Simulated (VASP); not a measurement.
Data:

```
CELL_PARAMETERS angstrom
      3.62523     0.00000     0.00000
      0.00000     3.62523     0.00000
      0.00000     0.00000     3.62523
ATOMIC_POSITIONS crystal
  Al 0.00000 0.00000 0.00000
  Ni 0.00000 0.50000 0.50000
  Ni 0.50000 0.00000 0.50000
  Ni 0.50000 0.50000 0.00000
```
Starting moments (μB, in the order of the record's atoms Al Ni Ni Ni): 0.0 0.3 0.3 0.3.

Computed with revPBE GGA, VASP's PBE PAW potentials (set 64) (plane waves; VASP 6.6.1). Run with 520 eV cut-off, 9×9×9 Γ-centred mesh, first-order Methfessel-Paxton smearing of 0.10 eV, potentials Al Ni.

Q: Give the stress tensor in GPa (positive for a compressed cell).

A: 
```
-4.65   0.00   0.00
 0.00  -4.65   0.00
 0.00   0.00  -4.65
```
The pressure is its mean diagonal, -4.65 GPa.

The compound is Ni3Al in the L1_2 structure. This cell is one point of a volume scan, at 1.03 of the reference volume.
